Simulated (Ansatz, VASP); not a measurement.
## Two plane-wave programs on NaNbS3

Contents of INCAR:

```
SYSTEM = NaNbS3
  PREC = Accurate
  ENCUT = 520
  EDIFF = 1E-6
  ISMEAR = 0
  SIGMA = 0.02
  LREAL = .FALSE.
  LASPH = .TRUE.
  NELM = 80
  ALGO = Normal
  ISIF = 2
  LWAVE = .FALSE.
  LCHARG = .TRUE.
  GGA = PE
  LELF = .TRUE.
  LVHAR = .TRUE.
  NBANDS = 27
```

KPOINTS

```
Automatic mesh
0
G
  8 8 8
  0 0 0
```

Contents of POSCAR:

```
NaNbS3
1.0
    4.7204000000      0.0000000000      0.0000000000
    0.0000000000      4.7204000000      0.0000000000
    0.0000000000      0.0000000000      4.7204000000
Na Nb S
1 1 3
Direct
    0.0000000000      0.0000000000      0.0000000000
    0.5000000000      0.5000000000      0.5000000000
    0.5000000000      0.5000000000      0.0000000000
    0.5000000000      0.0000000000      0.5000000000
    0.0000000000      0.5000000000      0.5000000000
```

Input for Ansatz:

```yaml
crystal:
  lattice:
    - [4.7204, 0.0, 0.0]
    - [0.0, 4.7204, 0.0]
    - [0.0, 0.0, 4.7204]
  atoms:
    - { symbol: Na, position: [0.0, 0.0, 0.0] }
    - { symbol: Nb, position: [0.5, 0.5, 0.5] }
    - { symbol: S, position: [0.5, 0.5, 0.0] }
    - { symbol: S, position: [0.5, 0.0, 0.5] }
    - { symbol: S, position: [0.0, 0.5, 0.5] }
basis:
  ecutwfc: 420
kpoints:
  mp_grid: { grid: [8, 8, 8] }
hamiltonian:
  xc: pbe
scf:
  occupations: { method: gaussian, width: 0.02 }
output:
  forces: true
  stress: true
  eigenvalues: true
```

Alike in both runs: task single point; functional PBE; k mesh 8 × 8 × 8; occupations gaussian, width 0.02 eV; no spin polarisation.

|  | VASP | Ansatz |
| --- | --- | --- |
| version | VASP 6.6.1 | Ansatz 0.2.0 |
| potentials or method | VASP PAW PBE potentials, release 64 (Na_pv, Nb_sv, S) | scalar-relativistic, plane waves, PAW |
| plane-wave cutoff (eV) | 520 | 420 |
| valence electrons in the cell | 38 | 40 |

Ansatz gave:

| Property | Result |
| --- | --- |
| gap on the k mesh at the Fermi level (eV) | none |
| pressure (GPa) | 7.0 |

Which values does VASP return?

gap on the k mesh at the Fermi level (eV): none; pressure (GPa): 6.8.

A gap of «none» marks a metal or a gap that the smearing closes. The two sets of potentials don't hold the same shells in valence.
